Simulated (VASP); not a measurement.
Consider the following.

```yaml
crystal:
  lattice:
    - [3.87459, 0.00000, 0.00000]
    - [-1.93729, 3.35549, 0.00000]
    - [0.00000, 0.00000, 4.80553]
  atoms:
    - { symbol: Ca, position: [0.00000, 0.00000, 0.00000] }
    - { symbol: Si, position: [0.66667, 0.33333, 0.58622] }
    - { symbol: Si, position: [0.33333, 0.66667, 0.41378] }
```

The numbers are results of PBEsol GGA, VASP's PBE PAW potentials (set 64) (plane waves; VASP), not measurements. Settings: 400 eV cut-off, 10×10×7 Γ-centred mesh, tetrahedra with Blöchl corrections, potentials Ca_sv Si.

Q: Estimate the energy per atom (σ→0), band gap (on the k-mesh) with the smallest direct gap where there is one.

A: 
```yaml
band gap (on the k-mesh): none (metal, semimetal or under 0.01 eV)
energy per atom (σ→0): -477.7 kJ/mol of atoms
```

Total energies compare only between runs with the same potentials, cut-off and functional.

The structure comes from a computed database's CaSi2 entry (P-3m1); how it stands against other phases isn't given here. It was relaxed first.
